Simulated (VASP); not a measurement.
The system is Al2InN3.

```xyz
6
Lattice="0.0000 3.0331 5.1532 2.9061 0.0000 5.1532 2.9061 3.0331 0.0000" Properties=species:S:1:pos:R:3 pbc="T T T"
Al    2.9061    3.0331    7.4727
Al    2.9061    3.0331    2.8336
In    2.9061    3.0331    5.1532
N     2.9061    1.5165    2.5766
N     0.0000    1.5165    2.5766
N     0.0000    0.0000    0.0000
```

The cell was built by a generator and needn't be a form met in nature.

| Item | Value |
| --- | --- |
| Program | VASP 6.6.1 |
| Task | relaxation of cell and atoms |
| Functional | PBE |
| Potentials or basis | VASP PAW PBE potentials, release 64 (Al, In_d, N) |
| Cutoff | 520 eV |
| k mesh | 4 × 4 × 4 |
| Occupations | gaussian, width 0.15 eV |
| Spin | no spin polarisation |

At the start: pressure 40.9 GPa; volume 15.14 Å³/atom.

Q: How do energy, volume and symmetry change on relaxing?

A: Over 22 steps the energy falls by 1849.8 meV/atom and the volume is 13.99 Å³/atom (-7.6 %); space group Fmmm (No. 69, to 0.05 Å).

The path:
| step | energy change (eV) | largest force (eV/Å) | pressure (GPa) | volume (Å³) |
| --- | --- | --- | --- | --- |
| 1 | 0.0000 | 1.5581 | 40.93 | 90.84 |
| 2 | 0.8971 | 1.4054 | -17.49 | 147.43 |
| 3 | -3.3929 | 2.5260 | -3.30 | 112.43 |
| 4 | -3.4444 | 2.5534 | -0.90 | 110.34 |
| 5 | -3.4750 | 2.5599 | 0.14 | 109.22 |
| 6 | -4.0412 | 1.5210 | -1.61 | 111.76 |
| 7 | -4.2188 | 1.3977 | -2.22 | 113.34 |
| 8 | -4.4784 | 1.8287 | -3.06 | 116.26 |
| 9 | -5.1150 | 2.2587 | -8.15 | 121.21 |
| 10 | -5.9295 | 2.6522 | -8.20 | 115.72 |
| 11 | -8.3941 | 2.1097 | -10.37 | 100.13 |
| 12 | -5.2369 | 9.9647 | 18.01 | 72.72 |
| 13 | -9.0108 | 1.3541 | -9.60 | 94.39 |
| 14 | -9.2110 | 1.0178 | -9.09 | 86.53 |
| 15 | -9.2844 | 0.0514 | -10.12 | 89.39 |
| 16 | -10.2081 | 2.7867 | 8.54 | 76.56 |
| 17 | -10.2815 | 1.6504 | 3.09 | 78.88 |
| 18 | -10.8601 | 0.6984 | 3.40 | 80.31 |
| 19 | -11.0654 | 0.1994 | 4.01 | 81.51 |
| 20 | -11.0679 | 0.1593 | 4.00 | 81.69 |
| 21 | -11.0907 | 0.1189 | -1.48 | 85.12 |
| 22 | -11.0987 | 0.0251 | 0.29 | 83.94 |

Final structure:
```cif
data_structure
_symmetry_space_group_name_H-M 'P 1'
_symmetry_Int_Tables_number 1
_cell_length_a 6.3058
_cell_length_b 6.0521
_cell_length_c 3.9418
_cell_angle_alpha 74.933
_cell_angle_beta 67.938
_cell_angle_gamma 37.129
_cell_volume 83.94
loop_
_atom_site_label
_atom_site_type_symbol
_atom_site_fract_x
_atom_site_fract_y
_atom_site_fract_z
_atom_site_occupancy
Al1 Al 0.83590 0.83590 0.16410 1
Al2 Al 0.16410 0.16410 0.83590 1
In1 In 0.50000 0.50000 0.50000 1
N1 N 0.00000 0.50000 0.50000 1
N2 N 0.50000 0.00000 0.00000 1
N3 N 0.00000 0.00000 0.00000 1
```
